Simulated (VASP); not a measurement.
# Ni: relaxation of cell and atoms with LDA

The system is Ni.

```xyz
1
Lattice="0.0000 1.7350 1.7350 1.7350 0.0000 1.7350 1.7350 1.7350 0.0000" Properties=species:S:1:pos:R:3 pbc="T T T"
Ni    0.0000    0.0000    0.0000
```

The cell was built by a generator and needn't be a form met in nature.

```
Program                : VASP 6.6.1
Task                   : relaxation of cell and atoms
Functional             : LDA
Potentials or basis    : VASP PAW LDA potentials, release 64 (Ni)
Cutoff                 : 600 eV
k mesh                 : 20 × 20 × 20
Occupations            : methfessel-paxton, width 0.1 eV
Spin                   : collinear spin, ferromagnetic start
Starting moments       : [0.7] μB
Further INCAR settings : ALGO = Fast; EDIFF = 1e-07; IBRION = 2; EDIFFG = -0.005; NSW = 40; ISIF = 3
```

```json
{
  "Relaxed volume": "10.02 Å³/atom",
  "Relaxed cell": "a = 2.420 Å, b = 2.420 Å, c = 2.420 Å, α = 60.00°, β = 60.00°, γ = 60.00°",
  "Space group after relaxing (to 0.05 Å)": "Fm-3m (No. 225)",
  "Energy gained by relaxing": "12.9 meV/atom",
  "Ionic steps": "4",
  "Pressure after relaxing": "0.1 GPa",
  "Band gap on the k mesh": "none (metal or under the smearing width)",
  "Net moment": "0.61 μB per cell",
  "Site moments": "Ni +0.61 μB",
  "Valence electrons inside the program's atomic spheres": "Ni 9.48"
}
```

The path:
| step | energy change (eV) | largest force (eV/Å) | pressure (GPa) | volume (Å³) |
| --- | --- | --- | --- | --- |
| 1 | 0.0000 | 0.0000 | -9.43 | 10.45 |
| 2 | 0.0072 | 0.0000 | 14.12 | 9.54 |
| 3 | -0.0129 | 0.0000 | -0.10 | 10.03 |
| 4 | -0.0129 | 0.0000 | 0.06 | 10.02 |

Final structure:
```xyz
1
Lattice="0.0000 1.7111 1.7111 1.7111 0.0000 1.7111 1.7111 1.7111 0.0000" Properties=species:S:1:pos:R:3 pbc="T T T"
Ni    0.0000    1.7111    1.7111
```

Levels at points of the mesh, in eV from the Fermi level:
Spin up:
```
           k point  band 2  band 3  band 4  band 5  band 6  band 7  band 8  band 9
(0.00, 0.00, 0.00)   -2.59   -2.59   -2.59   -1.29   -1.29   24.46   28.88   28.88
(0.50, 0.00, 0.00)   -2.60   -2.60   -0.50   -0.50   -0.42    6.32   22.94   26.01
(0.50, 0.50, 0.00)   -4.60   -0.47   -0.33   -0.33    2.50   10.03   15.55   15.55
```
Spin down:
```
           k point  band 2  band 3  band 4  band 5  band 6  band 7  band 8  band 9
(0.00, 0.00, 0.00)   -1.96   -1.96   -1.96   -0.71   -0.71   24.45   28.93   28.93
(0.50, 0.00, 0.00)   -2.04   -2.04   -0.38    0.16    0.16    6.71   22.93   26.14
(0.50, 0.50, 0.00)   -4.09    0.12    0.38    0.38    2.56   10.32   15.62   15.62
```

Wall time 66 s on 1 thread of Intel(R) Xeon(R) 6975P-C (Granite Rapids), with other jobs on the host, peak memory 0.17 GiB.
